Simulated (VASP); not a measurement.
Here is the system:

```xyz
3
Lattice="0.0000 2.8131 2.8131 2.8131 0.0000 2.8131 2.8131 2.8131 0.0000" Properties=species:S:1:pos:R:3 pbc="T T T"
Li     1.4065     1.4065     1.4065
Li     4.2196     4.2196     4.2196
S      0.0000     0.0000     0.0000
```

These are PBE GGA with D3 dispersion (Becke-Johnson damping), VASP's PBE PAW potentials (set 64) (plane waves; VASP) values and carry that method's errors. Settings: 520 eV cut-off, 7×7×7 Γ-centred mesh, Gaussian smearing of 0.050 eV, potentials Li_sv S.

Q: Estimate the energy per atom (σ→0), pressure.

A: 
The energy per atom (σ→0) comes out as -4.268 eV/atom and the pressure comes out as -1.43 GPa.

The absolute energy has meaning only against runs of the same code, potentials and settings.

The compound is Li2S in the antifluorite structure. This cell is one point of a volume scan, at 1.03 of the reference volume.
